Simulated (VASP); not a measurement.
Here is the system:

```
CELL_PARAMETERS angstrom
      2.03902     1.17723     7.23605
     -2.03902     1.17723     7.23605
      0.00000    -2.35445     7.23605
ATOMIC_POSITIONS crystal
  Tl 0.50000 0.50000 0.50000
  Bi 0.00000 0.00000 0.00000
  S  0.26101 0.26101 0.26101
  S  0.73899 0.73899 0.73899
```

Level of theory: PBEsol GGA, VASP's PBE PAW potentials (set 64) (plane waves; VASP). Run with 400 eV cut-off, 7×7×7 Γ-centred mesh, tetrahedra with Blöchl corrections, potentials Tl_d Bi_d S.

The cores are frozen, which limits the accuracy of field gradients.

Give the principal components of the electric field gradient (V/Å²) and the asymmetry η at each nucleus.

| atom | Vxx | Vyy | Vzz | η |
|---|---|---|---|---|
| Tl1 | 27.6 | 27.6 | -55.1 | 0.00 |
| Bi2 | -3.8 | -3.8 | 7.6 | 0.00 |
| S3 | 0.9 | 0.9 | -1.8 | 0.00 |
| S4 | 0.9 | 0.9 | -1.8 | 0.00 |

The structure comes from a computed database's TlBiS2 entry (R-3m); how it stands against other phases isn't given here. It was relaxed first.
